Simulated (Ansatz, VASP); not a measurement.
# HfCdO3 in two plane-wave programs, part 2 of 3

One calculation is typed for both programs; each brings its own data sets. How far apart do they land? The cell is generated by rule, not measured, and may not be a known phase. The cell is taken from a series of runs on this material, whose earlier steps may have relaxed, scaled, displaced or heated it; both programs get it as it stands.

VASP 6.6.1 and Ansatz 0.2.0.

So far: Starting point; Ansatz: zone-centre phonons, PBEsol.

### 3. VASP: zone-centre phonons, PBEsol

Level of this step: PBEsol; plane waves and PAW (Cd, Hf_pv, O); invented cell (VASP).

The same cell, functional, mesh and smearing now go to VASP, with its own data sets.

Lines of VASP's logs that name or quote its potential files are left out, and so is its time.

The input, INCAR:

```
SYSTEM = HfCdO3
PREC = Accurate
ENCUT = 600
EDIFF = 1E-08
NELM = 120
ISMEAR = 1
SIGMA = 0.2
LREAL = .FALSE.
ALGO = Normal
GGA = PS
NBANDS = 26
LASPH = .TRUE.
LORBIT = 11
LWAVE = .FALSE.
LCHARG = .FALSE.
ISIF = 2
IBRION = 8
GGA_COMPAT = .FALSE.
KPAR = 2
```

The input, POSCAR:

```
HfCdO3
1.0
    4.0659610577      0.0000000000      0.0000000000
    0.0000000000      4.0659610577      0.0000000000
    0.0000000000      0.0000000000      4.0659610577
Cd Hf O
1 1 3
Direct
    0.0000000000      0.0000000000      0.0000000000
    0.5000000000      0.5000000000      0.5000000000
    0.5000000000      0.5000000000      0.0000000000
    0.5000000000      0.0000000000      0.5000000000
    0.0000000000      0.5000000000      0.5000000000
```

The input, KPOINTS:

```
Automatic mesh
0
Gamma
8 8 8
0 0 0
```

PAW data sets: Cd, Hf_pv and O (PBE family, release 64).

On the command line:

```bash
$ mpirun -np 2 vasp_std
```

The log of the run:

```text
[banner, memory and clock lines left out]
running    2 mpi-ranks, on    1 nodes
 distrk:  each k-point on    1 cores,    2 groups
 distr:  one band on    1 cores,    1 groups

 POSCAR found type information on POSCAR CdHfO
 POSCAR found :  3 types and       5 ions
|                                                                             |
|               ----> ADVICE to this user running VASP <----                  |
|                                                                             |
|     You enforced a specific xc type in the INCAR file but a different       |
|     [... a line on the potential file left out ...]
|     I HOPE YOU KNOW WHAT YOU ARE DOING!                                     |
|                                                                             |

 LDA part: xc-table for (Slater+PW92), standard interpolation
 POSCAR, INCAR and KPOINTS ok, starting setup
 FFT: planning ... GRIDC
 FFT: planning ... GRID_SOFT
 FFT: planning ... GRID
 WAVECAR not read
 entering main loop
       N       E                     dE             d eps       ncg     rms          rms(c)
DAV:   1     0.311743952905E+03    0.31174E+03   -0.24830E+04  1844   0.172E+03
DAV:   2    -0.254276953057E+02   -0.33717E+03   -0.32465E+03  2112   0.416E+02
DAV:   3    -0.464785086826E+02   -0.21051E+02   -0.20947E+02  2094   0.101E+02
DAV:   4    -0.467167715592E+02   -0.23826E+00   -0.23754E+00  2224   0.111E+01
DAV:   5    -0.467186935397E+02   -0.19220E-02   -0.19217E-02  2146   0.995E-01    0.725E+01
DAV:   6    -0.388878688783E+02    0.78308E+01   -0.31995E+01  2210   0.645E+01    0.608E+01
DAV:   7    -0.388067801969E+02    0.81089E-01   -0.33211E+00  1888   0.134E+01    0.322E+01
DAV:   8    -0.387221864866E+02    0.84594E-01   -0.47147E-01  2188   0.516E+00    0.427E+00
DAV:   9    -0.387001606828E+02    0.22026E-01   -0.12695E-01  2050   0.219E+00    0.326E-01
DAV:  10    -0.387000708977E+02    0.89785E-04   -0.36163E-03  2292   0.489E-01    0.750E-01
DAV:  11    -0.387001935863E+02   -0.12269E-03   -0.14443E-04  2206   0.840E-02    0.423E-01
DAV:  12    -0.387001191536E+02    0.74433E-04   -0.50651E-04  2034   0.139E-01    0.633E-02
DAV:  13    -0.387001219229E+02   -0.27693E-05   -0.12731E-05  2182   0.244E-02    0.133E-02
DAV:  14    -0.387001224307E+02   -0.50782E-06   -0.15914E-06  2150   0.979E-03    0.197E-02
DAV:  15    -0.387001224271E+02    0.35470E-08   -0.92553E-07  2038   0.553E-03    0.211E-03
DAV:  16    -0.387001224255E+02    0.16616E-08   -0.30794E-08  2138   0.116E-03
   1 F= -.38700122E+02 E0= -.38701859E+02  d E =0.520928E-02
 Linear response reoptimize wavefunctions to high precision
DAV:   1    -0.387001224179E+02    0.76175E-08   -0.15850E-09  1274   0.310E-04
DAV:   2    -0.387001224178E+02    0.10232E-09   -0.13189E-10  1160   0.891E-05
DAV:   3    -0.387001224178E+02   -0.81400E-10   -0.18978E-11  1136   0.275E-05
 Linear response DOF=           4
 Linear response progress:
  Degree of freedom:   1/  4
       N       E                     dE             d eps       ncg     rms          rms(c)
RMM:   1    -0.437405278418E+00   -0.43741E+00   -0.24696E-01  6565   0.211E+00
RMM:   2    -0.438373715501E+00   -0.96844E-03   -0.17794E-03  6031   0.222E-01    0.102E-01
RMM:   3    -0.437560832975E+00    0.81288E-03   -0.16691E-04  6244   0.588E-02    0.540E-02
RMM:   4    -0.436790383987E+00    0.77045E-03   -0.10563E-04  6134   0.488E-02    0.154E-02
RMM:   5    -0.436639998556E+00    0.15039E-03   -0.28346E-06  6058   0.105E-02    0.287E-03
RMM:   6    -0.436653612461E+00   -0.13614E-04   -0.40024E-07  6392   0.305E-03    0.984E-04
RMM:   7    -0.436657022435E+00   -0.34100E-05   -0.18870E-08  6696   0.659E-04    0.729E-04
RMM:   8    -0.436656753509E+00    0.26893E-06   -0.17540E-08  6626   0.554E-04    0.172E-04
RMM:   9    -0.436656021959E+00    0.73155E-06   -0.42871E-09  6664   0.136E-04    0.246E-05
RMM:  10    -0.436656221430E+00   -0.19947E-06   -0.38997E-09  6480   0.547E-05    0.996E-06
RMM:  11    -0.436656136761E+00    0.84669E-07   -0.47921E-09  6763   0.442E-05    0.208E-06
RMM:  12    -0.436656139293E+00   -0.25327E-08   -0.76170E-09  5818   0.384E-05    0.890E-07
 first order change of Fermi-energy  -0.52138E-04
 force on displaced ion       1 direction 1 :   1.895   0.000  -0.000
 Linear response progress:
  Degree of freedom:   2/  4
       N       E                     dE             d eps       ncg     rms          rms(c)
RMM:   1    -0.242396379790E+00   -0.24240E+00    0.26790E+00  5161   0.747E+00
RMM:   2    -0.239033758038E+00    0.33626E-02   -0.37615E-02  5956   0.908E-01    0.101E+00
RMM:   3    -0.238473014346E+00    0.56074E-03   -0.15257E-03  6943   0.143E-01    0.558E-01
RMM:   4    -0.237859895160E+00    0.61312E-03   -0.17652E-04  7253   0.588E-02    0.226E-01
RMM:   5    -0.237550504238E+00    0.30939E-03   -0.32027E-05  7291   0.271E-02    0.257E-02
RMM:   6    -0.237551436151E+00   -0.93191E-06   -0.17134E-06  7536   0.839E-03    0.176E-02
RMM:   7    -0.237550223693E+00    0.12125E-05   -0.31018E-06  7932   0.244E-03    0.136E-02
RMM:   8    -0.237544703766E+00    0.55199E-05    0.19535E-06  7475   0.123E-03    0.210E-03
RMM:   9    -0.237542324067E+00    0.23797E-05    0.29219E-06  7676   0.586E-04    0.638E-04
RMM:  10    -0.237542162539E+00    0.16153E-06    0.93493E-07  7682   0.259E-04    0.156E-04
RMM:  11    -0.237542012322E+00    0.15022E-06    0.59124E-07  8059   0.144E-04    0.257E-04
RMM:  12    -0.237541986072E+00    0.26250E-07    0.23145E-07  8011   0.956E-05    0.129E-05
RMM:  13    -0.237541963241E+00    0.22832E-07    0.16202E-07  7884   0.742E-05    0.276E-05
RMM:  14    -0.237541954638E+00    0.86025E-08    0.87840E-08  7276   0.638E-05    0.201E-05
 first order change of Fermi-energy  -0.41450E-03
 force on displaced ion       2 direction 1 : -13.305   0.000  -0.000
 Linear response progress:
  Degree of freedom:   3/  4
       N       E                     dE             d eps       ncg     rms          rms(c)
RMM:   1    -0.370593598869E+00   -0.37059E+00    0.25266E-01 13055   0.260E+00
RMM:   2    -0.364966674865E+00    0.56269E-02   -0.65639E-03 10200   0.351E-01    0.227E-01
RMM:   3    -0.366047233193E+00   -0.10806E-02   -0.75207E-04  9971   0.120E-01    0.116E-01
RMM:   4    -0.367396655922E+00   -0.13494E-02   -0.44341E-04  9922   0.972E-02    0.187E-02
RMM:   5    -0.367407920200E+00   -0.11264E-04   -0.25154E-05 10757   0.229E-02    0.465E-03
RMM:   6    -0.367387866164E+00    0.20054E-04   -0.61208E-07 10895   0.416E-03    0.179E-03
RMM:   7    -0.367370729298E+00    0.17137E-04   -0.27318E-07 10731   0.195E-03    0.862E-04
RMM:   8    -0.367370075853E+00    0.65345E-06    0.64799E-08 11219   0.646E-04    0.409E-04
RMM:   9    -0.367370183159E+00   -0.10731E-06   -0.76535E-09 11170   0.233E-04    0.115E-04
RMM:  10    -0.367370449018E+00   -0.26586E-06   -0.15316E-08 11214   0.160E-04    0.243E-05
RMM:  11    -0.367370456067E+00   -0.70495E-08    0.32984E-09 11548   0.715E-05    0.119E-05
 first order change of Fermi-energy  -0.11750E-03
 force on displaced ion       3 direction 1 :   1.070   0.000   0.000
 Linear response progress:
  Degree of freedom:   4/  4
       N       E                     dE             d eps       ncg     rms          rms(c)
RMM:   1    -0.381977301260E+00   -0.38198E+00    0.33924E-01  7896   0.279E+00
RMM:   2    -0.373860874009E+00    0.81164E-02   -0.26771E-02  6287   0.496E-01    0.139E+00
RMM:   3    -0.375576745299E+00   -0.17159E-02   -0.16230E-03  5853   0.171E-01    0.735E-01
RMM:   4    -0.377523105378E+00   -0.19464E-02   -0.62630E-04  5829   0.116E-01    0.110E-01
RMM:   5    -0.377757467004E+00   -0.23436E-03   -0.32700E-05  6515   0.271E-02    0.406E-02
RMM:   6    -0.377706533908E+00    0.50933E-04   -0.40306E-06  6285   0.965E-03    0.221E-02
RMM:   7    -0.377685749394E+00    0.20785E-04   -0.31366E-07  6335   0.311E-03    0.726E-03
RMM:   8    -0.377682159999E+00    0.35894E-05   -0.56557E-08  6584   0.803E-04    0.506E-03
RMM:   9    -0.377681839505E+00    0.32049E-06   -0.51947E-09  6684   0.303E-04    0.314E-03
RMM:  10    -0.377683576325E+00   -0.17368E-05    0.19802E-09  6687   0.256E-04    0.475E-05
RMM:  11    -0.377683404607E+00    0.17172E-06   -0.42461E-08  6851   0.695E-05    0.523E-05
RMM:  12    -0.377683458006E+00   -0.53399E-07   -0.45956E-08  6932   0.524E-05    0.141E-05
RMM:  13    -0.377683474620E+00   -0.16614E-07   -0.20343E-08  6601   0.462E-05    0.910E-06
RMM:  14    -0.377683473210E+00    0.14103E-08   -0.24165E-08  4858   0.437E-05    0.411E-06
 first order change of Fermi-energy   0.73849E-03
 force on displaced ion       3 direction 3 :   0.000   0.000 -21.807
 Linear response finished
```

(Continued in part 3 of 3.)

[Lines on the potential files, build, host, timing and source positions are cut from VASP's logs without a mark.]

[Logs are printed without paths, hosts, clocks, repeated set-up lines and the standing remarks that a program may print on its own settings, such as how far it seeks lower states.]

[Hosts, paths, dates, database ids (printed as entryN), source tags and the programs' standing remarks are cut or masked in the printed files.]
